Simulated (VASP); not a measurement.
# GeRh under strain, part 4 of 4

How does the pressure of GeRh answer to a change of volume? The bands are shown for each cell. All runs use r2SCAN. Left out of this account: 1 further run (self-consistent run: a reference on another mesh). The start is a computed cell from the Materials Project.

VASP 6.6.1; r2SCAN; plane waves and PAW (Ge_d, Rh_pv).

Still holding for the runs below: Spin-orbit coupling is off here; it would split degenerate levels.

So far, pressure (GPa): step 2 (bands, cell as listed) -1.04; step 3 (cell volume +4.0 %) -7.75; step 4 (cell volume +8.0 %) -13.1; step 5 (bands, sheared, principal strains -3.7, +0.8, +3.0 %) -0.414; step 6 (cell volume -4.0 %) 7.97.

## Step 7: Bands, volume times 0.92

The cell is scaled evenly once more. A prediction first. A parabola through the 4 pressures of evenly scaled cells so far, P = -0.92 -196.6 t +502 t² GPa with t = ln(V/V₁) and V₁ the volume at scale 1, gives 18.96 GPa at t = -0.0834.

File INCAR:

```
SYSTEM = GeRh
PREC = Accurate
ENCUT = 410
EDIFF = 1E-06
NELM = 100
ISMEAR = -1
SIGMA = 0.05
LREAL = .FALSE.
ALGO = Normal
METAGGA = R2SCAN
LASPH = .TRUE.
NBANDS = 83
LORBIT = 11
LWAVE = .FALSE.
LCHARG = .FALSE.
KPAR = 8
```

File POSCAR:

```
GeRh
1.0
    4.7738443253      0.0000000000      0.0000000000
    0.0000000000      4.7738443253      0.0000000000
    0.0000000000      0.0000000000      4.7738443253
Ge Rh
4 4
Direct
    0.1662818700      0.3337181300      0.6662818700
    0.3337181300      0.6662818700      0.1662818700
    0.6662818700      0.1662818700      0.3337181300
    0.8337181300      0.8337181300      0.8337181300
    0.8822094400      0.6177905600      0.3822094400
    0.6177905600      0.3822094400      0.8822094400
    0.3822094400      0.8822094400      0.6177905600
    0.1177905600      0.1177905600      0.1177905600
```

File KPOINTS:

```
Automatic mesh
0
Gamma
6 6 6
0 0 0
```

File KPOINTS_OPT:

```
Line mode
12
Line-mode
Reciprocal
  0.00000000   0.00000000   0.00000000 GAMMA
  0.00000000   0.50000000   0.00000000 X

  0.00000000   0.50000000   0.00000000 X
  0.50000000   0.50000000   0.00000000 M

  0.50000000   0.50000000   0.00000000 M
  0.00000000   0.00000000   0.00000000 GAMMA

  0.00000000   0.00000000   0.00000000 GAMMA
  0.50000000   0.50000000   0.50000000 R

  0.50000000   0.50000000   0.50000000 R
  0.00000000   0.50000000   0.00000000 X

  0.50000000   0.50000000   0.00000000 M
  0.50000000   0.50000000   0.50000000 R
```

The projector-augmented-wave data sets are Ge_d and Rh_pv (PBE family, release 64).

The run is started by

```sh
mpirun -np 8 vasp_std
```

Log:

```text
[... set-up lines as in an earlier step ...]
 entering main loop
       N       E                     dE             d eps       ncg     rms          rms(c)
DAV:   1     0.141106024143E+04    0.14111E+04   -0.45764E+04  5675   0.339E+03
DAV:   2     0.734093566661E+02   -0.13377E+04   -0.12548E+04  3984   0.872E+02
DAV:   3    -0.165734743894E+03   -0.23914E+03   -0.22860E+03  4141   0.227E+02
DAV:   4    -0.178969355709E+03   -0.13235E+02   -0.13101E+02  4524   0.602E+01
DAV:   5    -0.179316498261E+03   -0.34714E+00   -0.34695E+00  4821   0.102E+01    0.295E+01
DAV:   6    -0.155863924873E+03    0.23453E+02   -0.15332E+01  4289   0.225E+01    0.811E+00
DAV:   7    -0.155469693050E+03    0.39423E+00   -0.13941E+00  4621   0.807E+00    0.642E+00
DAV:   8    -0.155449195939E+03    0.20497E-01   -0.16409E-01  4957   0.244E+00    0.208E+00
DAV:   9    -0.155443879754E+03    0.53162E-02   -0.41703E-02  4632   0.134E+00    0.202E-01
DAV:  10    -0.155444925974E+03   -0.10462E-02   -0.46458E-03  4762   0.582E-01    0.749E-02
DAV:  11    -0.155445015665E+03   -0.89691E-04   -0.35648E-04  4594   0.108E-01    0.465E-02
DAV:  12    -0.155445003109E+03    0.12556E-04   -0.56580E-05  5202   0.540E-02    0.116E-02
DAV:  13    -0.155445005342E+03   -0.22331E-05   -0.54084E-06  3786   0.130E-02    0.273E-03
DAV:  14    -0.155445005493E+03   -0.15073E-06   -0.11139E-06  2788   0.940E-03
   1 F= -.15544501E+03 E0= -.15544069E+03  d E =-.863739E-02
 Start KPOINTS_OPT (optional k-point list driver)
k-point batch [1-24\72]
       N       E                     dE             ncg
DAV:   1     0.120416859635E+05   -0.29034E+05     5645
DAV:   2    -0.205210682077E+05   -0.32563E+05     3984
DAV:   3    -0.262488434646E+05   -0.57278E+04     4174
DAV:   4    -0.265603457654E+05   -0.31150E+03     4479
DAV:   5    -0.265686383170E+05   -0.82926E+01     5008
DAV:   6    -0.265688789140E+05   -0.24060E+00     5336
DAV:   7    -0.265688854892E+05   -0.65752E-02     5328
DAV:   8    -0.265688856260E+05   -0.13679E-03     5187
DAV:   9    -0.265688856279E+05   -0.19362E-05     3125
DAV:  10    -0.265688856281E+05   -0.23988E-06     2678
[...]
k-point batch [49-72\72]
       N       E                     dE             ncg
DAV:   1     0.120524589140E+05   -0.58834E+05     5670
DAV:   2    -0.206314878568E+05   -0.32684E+05     3984
DAV:   3    -0.263186921127E+05   -0.56872E+04     4110
DAV:   4    -0.266349892346E+05   -0.31630E+03     4471
DAV:   5    -0.266435595186E+05   -0.85703E+01     5026
DAV:   6    -0.266438073930E+05   -0.24787E+00     5341
DAV:   7    -0.266438133779E+05   -0.59850E-02     5224
DAV:   8    -0.266438135602E+05   -0.18221E-03     5450
DAV:   9    -0.266438135616E+05   -0.13996E-05     3080
DAV:  10    -0.266438135618E+05   -0.22473E-06     2670
```

It took 2.3 min on 8 MPI ranks of Intel Xeon Platinum 8259CL at 2.50GHz (Skylake/Cascade Lake), shared host; peak memory 2.7 GiB.

From OUTCAR (step 7):

```text
   ENCUT  =  410.0 eV  30.13 Ry    5.49 a.u.   7.88  7.88  7.88*2*pi/ulx,y,z

   NELECT =     116.0000    total number of electrons

 E-fermi :  11.3955

 k-point     1 :       0.0000    0.0000    0.0000
  band No.  band energies     occupation
    ...
     55       9.9808      2.00000
     56       9.9808      2.00000
     57      11.1600      1.98215
     58      11.1600      1.98215
     59      11.1600      1.98215
     60      13.8802      0.00000
     61      13.8802      0.00000
     62      13.8802      0.00000
     63      15.1442      0.00000
     64      15.1442      0.00000
    ...

  Total       13.0329995     13.0329995     13.0329995      0.0000000      0.0000000      0.0000000
  in kB      191.9332445    191.9332445    191.9332445      0.0000000      0.0000000      0.0000000
  external PRESSURE =     191.9332445 kB  Pullay stress =       0.0000000 kB

 POSITION                                       TOTAL-FORCE (eV/Angst)
 -----------------------------------------------------------------------------------
      0.79380      1.59312      3.18073        -0.201504      0.201504     -0.201504
      1.59312      3.18073      0.79380         0.201504     -0.201504     -0.201504
      3.18073      0.79380      1.59312        -0.201504     -0.201504      0.201504
      3.98004      3.98004      3.98004         0.201504      0.201504      0.201504
      4.21153      2.94924      1.82461        -0.423966      0.423966     -0.423966
      2.94924      1.82461      4.21153         0.423966     -0.423966     -0.423966
      1.82461      4.21153      2.94924        -0.423966     -0.423966      0.423966
      0.56231      0.56231      0.56231         0.423966      0.423966      0.423966
 -----------------------------------------------------------------------------------
    total drift:                                0.000000      0.000000     -0.000000

  FREE ENERGIE OF THE ION-ELECTRON SYSTEM (eV)
  ---------------------------------------------------
  free  energy   TOTEN  =      -155.4450054927 eV

  energy  without entropy=     -155.4363680981  energy(sigma->0) =     -155.44068680

[... 5 parts as in an earlier step ...]

[... 11 further parts left out ...]
```

This step gave:

```yaml
free_energy_toten: -155.4450 eV
energy_at_zero_smearing: -155.4407 eV
fermi_energy: 11.40 eV
pressure: 19.19 GPa
```

The electronic bands at the labelled points (eV, zero at the Fermi level; # counts the bands kept):

```
          point    #20    #21    #22    #23    #24    #25   #26   #27
              Γ  -1.41  -1.41  -0.24  -0.24  -0.24   2.48  2.48  2.48
0.45 of the way  -1.47  -0.84  -0.75  -0.41   0.95   1.80  2.23  2.49
              X  -1.09  -1.09  -0.84  -0.84   1.49   1.49  1.71  1.71
0.55 of the way  -1.55  -1.55  -0.56  -0.56   1.33   1.33  2.61  2.61
              M  -1.87  -1.87   0.12   0.12   0.51   0.51  2.33  2.33
0.55 of the way  -1.65  -1.01  -0.89  -0.27   0.91   1.66  2.15  2.71
              Γ  -1.41  -1.41  -0.24  -0.24  -0.24   2.48  2.48  2.48
0.55 of the way  -1.86  -1.44  -0.91  -0.28   0.60   1.57  1.89  2.68
              R  -1.92  -1.92  -0.43  -0.43  -0.43  -0.43  4.17  4.17
0.55 of the way  -1.64  -1.64  -0.62  -0.62   1.11   1.11  2.17  2.17
              X  -1.09  -1.09  -0.84  -0.84   1.49   1.49  1.71  1.71
      jump to M  -1.87  -1.87   0.12   0.12   0.51   0.51  2.33  2.33
0.45 of the way  -1.96  -1.96  -0.35  -0.35   0.30   0.30  2.74  2.74
              R  -1.92  -1.92  -0.43  -0.43  -0.43  -0.43  4.17  4.17
```

Of the projections kept (Ge, Rh), the largest for each band there; the rest of the weight can lie on other orbitals:

```
point      #20      #21      #22      #23      #24      #25      #26      #27
    Γ  Rh 0.83  Rh 0.83  Rh 0.90  Rh 0.90  Rh 0.90  Rh 0.55  Rh 0.55  Rh 0.55
    X  Rh 0.86  Rh 0.86  Rh 0.94  Rh 0.94  Rh 0.70  Rh 0.70  Rh 0.74  Rh 0.74
    M  Rh 0.93  Rh 0.93  Rh 0.80  Rh 0.80  Rh 0.75  Rh 0.75  Rh 0.69  Rh 0.69
    Γ  Rh 0.83  Rh 0.83  Rh 0.90  Rh 0.90  Rh 0.90  Rh 0.55  Rh 0.55  Rh 0.55
    R  Rh 0.94  Rh 0.94  Rh 0.92  Rh 0.92  Rh 0.92  Rh 0.92  Ge 0.76  Ge 0.76
    X  Rh 0.86  Rh 0.86  Rh 0.94  Rh 0.94  Rh 0.70  Rh 0.70  Rh 0.74  Rh 0.74
```

Force by atom:

```
atom  x (eV/Å)  y (eV/Å)  z (eV/Å)   size
 Ge1    -0.202     0.202    -0.202  0.349
 Ge2     0.202    -0.202    -0.202  0.349
 Ge3    -0.202    -0.202     0.202  0.349
 Ge4     0.202     0.202     0.202  0.349
 Rh5    -0.424     0.424    -0.424  0.734
 Rh6     0.424    -0.424    -0.424  0.734
 Rh7    -0.424    -0.424     0.424  0.734
 Rh8     0.424     0.424     0.424  0.734
```

 The pressure is 19.19 GPa. The parabola predicted 18.96 GPa, -0.23 GPa off.

## Step 8: Bands, atoms displaced by up to 0.19 Å

The atoms are moved off their sites at random, as a crude picture of disorder.

INCAR is that of step 7.

File POSCAR:

```
GeRh
1.0
    4.9083890300      0.0000000000      0.0000000000
    0.0000000000      4.9083890300      0.0000000000
    0.0000000000      0.0000000000      4.9083890300
Ge Rh
4 4
Direct
    0.1685650000      0.3325620000      0.6505490000
    0.3375900000      0.6541610000      0.1763090000
    0.6472110000      0.1445300000      0.3324020000
    0.8298790000      0.8217610000      0.8289070000
    0.8710240000      0.6117580000      0.3922420000
    0.6144700000      0.3676050000      0.8473290000
    0.3805970000      0.8803710000      0.5856140000
    0.0818710000      0.1298410000      0.1185840000
```

KPOINTS is that of step 7.

KPOINTS_OPT is that of step 7.

The run is started by

```sh
mpirun -np 8 vasp_std
```

Log:

```text
[... set-up lines as in an earlier step ...]
 entering main loop
       N       E                     dE             d eps       ncg     rms          rms(c)
DAV:   1     0.140945622065E+04    0.14095E+04   -0.46423E+04 26584   0.333E+03
DAV:   2     0.723426866876E+02   -0.13371E+04   -0.12540E+04 18592   0.883E+02
DAV:   3    -0.165241619114E+03   -0.23758E+03   -0.22660E+03 19368   0.224E+02
DAV:   4    -0.179036601311E+03   -0.13795E+02   -0.13651E+02 21156   0.614E+01
DAV:   5    -0.179399422976E+03   -0.36282E+00   -0.36263E+00 22208   0.105E+01    0.250E+01
DAV:   6    -0.155834333107E+03    0.23565E+02   -0.16668E+01 20071   0.235E+01    0.736E+00
DAV:   7    -0.155348973778E+03    0.48536E+00   -0.17288E+00 20733   0.937E+00    0.538E+00
DAV:   8    -0.155378680400E+03   -0.29707E-01   -0.43268E-01 22058   0.487E+00    0.294E+00
DAV:   9    -0.155319902098E+03    0.58778E-01   -0.15682E-01 19987   0.310E+00    0.135E+00
DAV:  10    -0.155320490904E+03   -0.58881E-03   -0.31742E-02 24569   0.110E+00    0.216E-01
DAV:  11    -0.155321152180E+03   -0.66128E-03   -0.32889E-03 21457   0.472E-01    0.172E-01
DAV:  12    -0.155321259965E+03   -0.10779E-03   -0.12554E-03 21100   0.307E-01    0.720E-02
DAV:  13    -0.155321276779E+03   -0.16814E-04   -0.22299E-04 20988   0.106E-01    0.308E-02
DAV:  14    -0.155321272828E+03    0.39510E-05   -0.34323E-05 21927   0.536E-02    0.208E-02
DAV:  15    -0.155321262295E+03    0.10533E-04   -0.18551E-05 20866   0.392E-02    0.411E-03
DAV:  16    -0.155321264021E+03   -0.17259E-05   -0.27274E-06 15650   0.205E-02    0.206E-03
DAV:  17    -0.155321262737E+03    0.12841E-05   -0.73555E-07 10682   0.829E-03    0.767E-04
DAV:  18    -0.155321262257E+03    0.47970E-06   -0.20225E-07 10313   0.454E-03
   1 F= -.15532126E+03 E0= -.15531632E+03  d E =-.989432E-02
 Start KPOINTS_OPT (optional k-point list driver)
k-point batch [1-72\72]
       N       E                     dE             ncg
DAV:   1     0.355074414701E+05   -0.12436E+06    17287
DAV:   2    -0.618099635593E+05   -0.97317E+05    11952
DAV:   3    -0.787441351689E+05   -0.16934E+05    12444
DAV:   4    -0.797151726237E+05   -0.97104E+03    13393
DAV:   5    -0.797413361938E+05   -0.26164E+02    14673
DAV:   6    -0.797421960596E+05   -0.85987E+00    16221
DAV:   7    -0.797422169681E+05   -0.20909E-01    15524
DAV:   8    -0.797422174088E+05   -0.44066E-03    16120
DAV:   9    -0.797422174182E+05   -0.94221E-05     9261
DAV:  10    -0.797422174190E+05   -0.78516E-06     7841
```

Run time: 5.8 min. Hardware: 8 MPI ranks; peak memory 7.5 GiB.

Parts of OUTCAR (step 8):

```text
   NELECT =     116.0000    total number of electrons

 E-fermi :  10.0228

 k-point     1 :       0.0000    0.0000    0.0000
  band No.  band energies     occupation
    ...
     55       8.8625      2.00000
     56       8.9938      2.00000
     57       9.6360      1.99913
     58       9.6622      1.99853
     59       9.8855      1.87940
     60      12.0587      0.00000
     61      12.2453      0.00000
     62      12.3990      0.00000
     63      13.3530      0.00000
     64      13.5417      0.00000
    ...

  Total        1.9886521      1.1108547      2.6538480      1.7079498     -0.1392006     -1.1825776
  in kB       26.9434044     15.0504995     35.9558612     23.1402872     -1.8859701    -16.0222431
  external PRESSURE =      25.9832550 kB  Pullay stress =       0.0000000 kB

 POSITION                                       TOTAL-FORCE (eV/Angst)
 -----------------------------------------------------------------------------------
      0.82738      1.63234      3.19315        -0.516532     -0.431139      0.426817
      1.65702      3.21088      0.86539        -0.478644     -0.692345     -1.518894
      3.17676      0.70941      1.63156         1.252538      1.933844     -1.271642
      4.07337      4.03352      4.06860        -0.082498      0.376341      0.307240
      4.27532      3.00275      1.92528         0.101393     -0.037429     -1.207243
      3.01606      1.80435      4.15902        -0.406708      0.221519      1.408570
      1.86812      4.32120      2.87442        -1.113807     -0.631276      2.366255
      0.40185      0.63731      0.58206         1.244259     -0.739514     -0.511103
 -----------------------------------------------------------------------------------
    total drift:                               -0.000604      0.001451      0.008116

  FREE ENERGIE OF THE ION-ELECTRON SYSTEM (eV)
  ---------------------------------------------------
  free  energy   TOTEN  =      -155.3212622575 eV

  energy  without entropy=     -155.3113679357  energy(sigma->0) =     -155.31631510

[... 6 parts as in an earlier step ...]

[... 11 further parts left out ...]
```

Numbers from this step:

| Quantity | Value |
| --- | --- |
| SCF cycles | 18 |
| irreducible k-points | 112 |
| symmetry operations | 1 |
| free energy (TOTEN) | -155.3213 eV |
| energy at zero smearing | -155.3163 eV |
| Fermi energy | 10.02 eV |
| pressure | 2.598 GPa |

The electronic bands at the labelled points (eV, zero at the Fermi level; # counts the bands kept):

```
          point    #21    #22    #23    #24    #25    #26   #27   #28
              Γ  -1.16  -1.03  -0.39  -0.36  -0.14   2.04  2.22  2.38
0.45 of the way  -1.27  -0.77  -0.72  -0.34   0.84   1.55  2.03  2.19
              X  -1.06  -0.88  -0.79  -0.57   1.17   1.28  1.52  1.66
0.45 of the way  -1.35  -1.16  -0.66  -0.51   0.97   1.56  2.10  2.32
              M  -1.70  -1.45  -0.15  -0.05   0.44   0.74  1.92  2.11
0.45 of the way  -1.45  -0.97  -0.84  -0.19   0.69   1.27  1.94  2.49
              Γ  -1.16  -1.03  -0.39  -0.36  -0.14   2.04  2.22  2.38
0.45 of the way  -1.44  -1.03  -0.88  -0.13   0.54   1.38  1.74  2.67
              R  -1.56  -1.43  -0.61  -0.41  -0.29  -0.14  3.64  3.68
0.45 of the way  -1.49  -1.45  -0.58  -0.45   0.54   0.77  2.11  2.34
              X  -1.06  -0.88  -0.79  -0.57   1.17   1.28  1.52  1.66
      jump to M  -1.70  -1.45  -0.15  -0.05   0.44   0.74  1.92  2.11
0.45 of the way  -1.78  -1.55  -0.47  -0.29   0.21   0.34  2.29  2.60
              R  -1.56  -1.43  -0.61  -0.41  -0.29  -0.14  3.64  3.68
```

Of the projections kept (Ge, Rh), the largest for each band there; the rest of the weight can lie on other orbitals:

```
point      #21      #22      #23      #24      #25      #26      #27      #28
    Γ  Rh 0.86  Rh 0.88  Rh 0.90  Rh 0.91  Rh 0.91  Rh 0.56  Rh 0.57  Rh 0.55
    X  Rh 0.91  Rh 0.87  Rh 0.96  Rh 0.89  Rh 0.71  Rh 0.75  Rh 0.71  Rh 0.75
    M  Rh 0.93  Rh 0.94  Rh 0.79  Rh 0.80  Rh 0.77  Rh 0.77  Rh 0.69  Rh 0.71
    Γ  Rh 0.86  Rh 0.88  Rh 0.90  Rh 0.91  Rh 0.91  Rh 0.56  Rh 0.57  Rh 0.55
    R  Rh 0.96  Rh 0.96  Rh 0.92  Rh 0.92  Rh 0.93  Rh 0.92  Ge 0.76  Ge 0.77
    X  Rh 0.91  Rh 0.87  Rh 0.96  Rh 0.89  Rh 0.71  Rh 0.75  Rh 0.71  Rh 0.75
```

Force by atom:

```
atom  x (eV/Å)  y (eV/Å)  z (eV/Å)  size
 Ge1     -0.52     -0.43      0.43  0.80
 Ge2     -0.48     -0.69     -1.52  1.74
 Ge3      1.25      1.93     -1.27  2.63
 Ge4     -0.08      0.38      0.31  0.49
 Rh5      0.10     -0.04     -1.21  1.21
 Rh6     -0.41      0.22      1.41  1.48
 Rh7     -1.11     -0.63      2.37  2.69
 Rh8      1.24     -0.74     -0.51  1.54
```

 The pressure is 2.60 GPa, and the symmetry operations fall from 12 to 1.

## Step 9: Side by side

| cell | mesh | pressure (GPa) | gap (eV) |
| --- | --- | --- | --- |
| cell as listed | 6×6×6 | -1.04 | none |
| volume times 1.04 | 6×6×6 | -7.75 | none |
| volume times 1.08 | 6×6×6 | -13.12 | none |
| sheared, principal strains -3.7, +0.8, +3.0 % | 6×6×6 | -0.41 | none |
| volume times 0.96 | 6×6×6 | 7.97 | none |
| volume times 0.92 | 6×6×6 | 19.19 | none |
| atoms displaced by up to 0.19 Å | 6×6×6 | 2.60 | none |

## Step 10: Summary of results

```json
{
 "pressure, cell as listed": "-1.04 GPa",
 "pressure, volume times 1.04": "-7.75 GPa",
 "pressure, volume times 1.08": "-13.1 GPa",
 "pressure, sheared, principal strains -3.7, +0.8, +3.0 %": "-0.414 GPa",
 "pressure, volume times 0.96": "7.97 GPa",
 "pressure, volume times 0.92": "19.2 GPa",
 "pressure, atoms displaced by up to 0.19 Å": "2.60 GPa",
 "bulk modulus at the listed volume, shape and positions held": "198 GPa"
}
```

The slope of pressure against ln V at the listed volume gives a bulk modulus of 198 GPa at fixed shape and positions, an upper bound since the atoms bear forces. The atoms were not relaxed in the changed cells. Spin-orbit coupling is left out; it would split some degenerate bands.

[Lines on the potential files, build, host, timing and source positions are cut from VASP's logs without a mark.]

[Logs are printed without paths, hosts, clocks, repeated set-up lines and the standing remarks that a program may print on its own settings, such as how far it seeks lower states.]

[Hosts, paths, dates, database ids (printed as entryN), source tags and the programs' standing remarks are cut or masked in the printed files.]

[A measured line is paired with the nearest computed mode of its activity, which favours agreement.]

[Band numbers marked # count the bands kept; VASP's own numbers are higher by 34 or 35.]
